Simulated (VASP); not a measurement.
Calculation: PBE GGA, VASP's PBE PAW potentials (set 64) (plane waves; VASP).

VASP ran on this input.

### KPOINTS
```
Automatic mesh
0
Gamma
6 6 3
0 0 0
```

POSCAR:
```
Ta2N
9.653970
  0.3196060274   0.0000000000   0.0000000000
 -0.1598029619   0.2767869591   0.0000000000
  0.0000000000   0.0000000000   0.5000000000
Ta N
2 1
Cart
  0.1598031907   0.0922622275   0.3726450000
 -0.0000001253   0.1845247317   0.1273550000
  0.0000000000   0.0000000000   0.0000000000
```

**INCAR**
```
# general
SYSTEM  = Ta2N
PREC    = Accurate
ENCUT   = 400   # plane-wave cut-off (eV)
LREAL   = .FALSE.   # projection in real space or not
LASPH   = .TRUE.   # aspherical one-centre terms

# electronic loop
EDIFF   = 1E-6   # SCF stop (eV)
NELM    = 100   # most electronic steps
ALGO    = Normal   # blocked Davidson
LMAXMIX = 6   # l cut-off of mixed one-centre charges

# smearing
ISMEAR  = -1   # Fermi-Dirac
SIGMA   = 0.136   # width (eV)

# functional
GGA     = PE   # PBE

# ions
ISIF    = 2

# output
LWAVE   = .FALSE.
LCHARG  = .FALSE.
```

POTCAR, in this order: Ta_pv N (PBE.64 set). Program: vasp_std.

Output of the run:

### OUTCAR
```
 ion  position               nearest neighbor table
   1  0.667  0.333  0.745-   3 2.16   3 2.16   3 2.16   2 2.96   2 2.96   2 2.96   2 3.04   2 3.04
                             2 3.04
   2  0.333  0.667  0.255-   3 2.16   3 2.16   3 2.16   1 2.96   1 2.96   1 2.96   1 3.04   1 3.04
                             1 3.04
   3  0.000  0.000  0.000-   1 2.16   2 2.16   2 2.16   1 2.16   1 2.16   2 2.16
  LATTYP: Found a hexagonal cell.
 ALAT       =     3.0854670000
 C/A-ratio  =     1.5644260658
 Subroutine PRICEL returns:
 Original cell was already a primitive cell.
 Subroutine GETGRP returns: Found 12 space group operations
The static configuration has the point symmetry D_3d.
The dynamic configuration has the point symmetry D_3d.
 Subroutine INISYM returns: Found 12 space group operations
 Subroutine IBZKPT returns following result:
 Found     17 irreducible k-points:

 Following reciprocal coordinates:
            Coordinates               Weight
  0.000000  0.000000  0.000000      1.000000
  0.166667  0.000000  0.000000      6.000000
  0.333333  0.000000  0.000000      6.000000
  0.500000 -0.000000  0.000000      3.000000
  0.166667  0.166667  0.000000      6.000000
  0.333333  0.166667  0.000000     12.000000
  0.333333  0.333333  0.000000      2.000000
  0.000000  0.000000  0.333333      2.000000
  0.166667  0.000000  0.333333      6.000000
  0.000000  0.166667  0.333333      6.000000
  0.333333  0.000000  0.333333      6.000000
  0.000000  0.333333  0.333333      6.000000
  0.500000 -0.000000  0.333333      6.000000
  0.166667  0.166667  0.333333     12.000000
  0.333333  0.166667  0.333333     12.000000
 -0.166667  0.500000  0.333333     12.000000
  0.333333  0.333333  0.333333      4.000000
   k-points           NKPTS =     17   k-points in BZ     NKDIM =     17   number of bands    NBANDS=     17
   number of dos      NEDOS =    301   number of ions     NIONS =      3
   total plane-waves  NPLWV =  12800
...
```

### OSZICAR
```
       N       E                     dE             d eps       ncg     rms          rms(c)
DAV:   1     0.189299790918E+03    0.18930E+03   -0.13559E+04   578   0.135E+03
DAV:   2    -0.300586137892E+02   -0.21936E+03   -0.21708E+03   696   0.400E+02
DAV:   3    -0.375492414088E+02   -0.74906E+01   -0.73335E+01   762   0.663E+01
DAV:   4    -0.376301219035E+02   -0.80880E-01   -0.79772E-01   747   0.644E+00
DAV:   5    -0.376310956350E+02   -0.97373E-03   -0.95240E-03   810   0.548E-01    0.281E+01
DAV:   6    -0.347528215686E+02    0.28783E+01   -0.20878E+01   670   0.289E+01    0.136E+01
DAV:   7    -0.344536040741E+02    0.29922E+00   -0.21539E+00   683   0.944E+00    0.710E+00
DAV:   8    -0.344021316293E+02    0.51472E-01   -0.24168E-01   701   0.443E+00    0.485E-01
DAV:   9    -0.343983732815E+02    0.37583E-02   -0.38830E-02   794   0.126E+00    0.243E-01
DAV:  10    -0.343980715974E+02    0.30168E-03   -0.90967E-03   742   0.679E-01    0.103E-01
DAV:  11    -0.343978350057E+02    0.23659E-03   -0.22377E-03   633   0.268E-01    0.313E-02
DAV:  12    -0.343978305570E+02    0.44486E-05   -0.15802E-04   759   0.859E-02    0.693E-03
DAV:  13    -0.343978296550E+02    0.90204E-06   -0.48178E-06   734   0.191E-02
   1 F= -.34397830E+02 E0= -.34359351E+02  d E =-.769570E-01
```

File OUTCAR:
```
------------------------ aborting loop because EDIFF is reached ----------------------------------------
  FORCE on cell =-STRESS in cart. coord.  units (eV):
  Direction    XX          YY          ZZ          XY          YZ          ZX
  --------------------------------------------------------------------------------------
  Total        1.2479891      1.2479893      1.4248492      0.0000002     -0.0000000      0.0000000
  in kB       50.2426972     50.2427046     57.3628965      0.0000094     -0.0000000      0.0000000
  external PRESSURE =      52.6160994 kB  Pullay stress =       0.0000000 kB
  volume of cell :       39.80
      direct lattice vectors                 reciprocal lattice vectors
     3.085467000  0.000000000  0.000000000     0.324100047  0.187119175  0.000000000
    -1.542733000  2.672093000  0.000000000     0.000000000  0.374238471  0.000000000
     0.000000000  0.000000000  4.826985000     0.000000000  0.000000000  0.207168657
 POSITION                                       TOTAL-FORCE (eV/Angst)
 -----------------------------------------------------------------------------------
      1.54274      0.89070      3.59750        -0.000000      0.000000     -0.176428
     -0.00000      1.78140      1.22948         0.000000      0.000000      0.176428
      0.00000      0.00000      0.00000         0.000000      0.000000      0.000000
 -----------------------------------------------------------------------------------
    total drift:                               -0.000000      0.000000      0.000000
  FREE ENERGIE OF THE ION-ELECTRON SYSTEM (eV)
  ---------------------------------------------------
  free  energy   TOTEN  =       -34.3978296550 eV

  energy  without entropy=      -34.3208727050  energy(sigma->0) =      -34.35935118
```
(Selected blocks of OUTCAR.)

At this cut-off the stress carries a Pulay error, which pulls relaxed volumes low.

The structure comes from a computed database's Ta2N entry; how it stands against other phases isn't given here. The cell was not relaxed at this level. The k-mesh is coarse (spacing up to 0.43 per Å, 2π included), so the numbers may not be converged in it. The run is one of a series of settings (KPOINTS 6×6×3 Γ-centred mesh against the base run), some of them coarse on purpose. The electron count is odd and the run is not spin-polarised, which forces a metal. VASP warned that the highest band is occupied, so more bands are needed.
